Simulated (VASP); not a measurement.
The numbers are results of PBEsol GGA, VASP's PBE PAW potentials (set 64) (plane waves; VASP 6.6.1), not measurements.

VASP ran on this input.

### POSCAR
```
Y3Ge
1
    0.0000000000     3.6722880639     3.6722880639
    3.6722880639    -0.0000000000     3.6722880639
    3.6722880639     3.6722880639    -0.0000000000
Ge Y
1 3
Direct
  0.0000000000   0.0000000000   0.0000000000
  0.5000000000   0.5000000000   0.5000000000
  0.2500000000   0.2500000000   0.2500000000
  0.7500000000   0.7500000000   0.7500000000
```

### KPOINTS
```
kpoints
0
G
 7 7 7
```

### INCAR
```
# general
SYSTEM =Y3Ge
PREC   =Accurate
ENCUT  =400
LREAL  =.FALSE.
LASPH  =.TRUE.

# electronic loop
EDIFF  =1E-6
NELM   =100
ALGO   =Normal
LMAXMIX=4

# smearing
ISMEAR =1
SIGMA  =0.1

# functional
GGA    =PS

# ions
IBRION =2
NSW    =60
ISIF   =3
EDIFFG =-0.02

# output
LWAVE  =.FALSE.
LCHARG =.FALSE.
```

POTCAR, in this order: Ge_d Y_sv (PBE.64 set). Program: vasp_std.

Task: Estimate the energy per atom (σ→0), volume per atom, band gap (on the k-mesh).

Result: 
| Property | Result |
|---|---|
| energy per atom (σ→0) | -6.495 eV/atom |
| band gap (on the k-mesh) | none (metal, semimetal or under 0.01 eV) |
| volume per atom | 24.66 Å³/atom |

**OSZICAR**
```
...
DAV:   2    -0.259815433815E+02    0.52363E-02   -0.14969E-02  1528   0.101E+00    0.293E-01
DAV:   3    -0.259798258724E+02    0.17175E-02   -0.10598E-02  1632   0.618E-01    0.189E-01
DAV:   4    -0.259799338309E+02   -0.10796E-03   -0.10320E-03  1428   0.173E-01    0.130E-01
DAV:   5    -0.259800711414E+02   -0.13731E-03   -0.16892E-04  1716   0.662E-02    0.519E-02
DAV:   6    -0.259800976373E+02   -0.26496E-04   -0.39474E-05  1348   0.508E-02    0.155E-02
DAV:   7    -0.259801037607E+02   -0.61235E-05   -0.17680E-05  1544   0.147E-02    0.955E-03
DAV:   8    -0.259801037105E+02    0.50239E-07   -0.62568E-07   756   0.604E-03
   2 F= -.25980104E+02 E0= -.25978727E+02  d E =-.185797E-03
```

The structure was generated: Y3Ge was put into the D03 type (Fm-3m), which need not be its known phase. This run relaxes it. Symmetry was kept, so distortions that lower it aren't found. The start is the result of an earlier pass. The electron count is odd and the run is not spin-polarised, which forces a metal.
